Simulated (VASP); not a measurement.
Data:

```
CELL_PARAMETERS angstrom
      2.25067    -3.85930     0.00000
      2.25067     3.85930     0.00000
      0.00000     0.00000     4.98584
ATOMIC_POSITIONS crystal
  Se 0.00000 0.21755 0.66667
  Se 0.78245 0.78245 0.00000
  Se 0.21755 0.00000 0.33333
```

Calculation: r2SCAN meta-GGA, VASP's PBE PAW potentials (set 64) (plane waves; VASP). Run with 480 eV cut-off, 6×6×4 Γ-centred mesh, Gaussian smearing of 0.050 eV, potentials Se.

Task: Predict the energy per atom (σ→0), largest force.

Result: 
```json
{
 "energy per atom (σ→0)": "-14.308 eV/atom",
 "largest_force": "0.123 eV/Å"
}
```

The compound is Se in the trig structure. This cell was strained or had an atom moved on purpose.
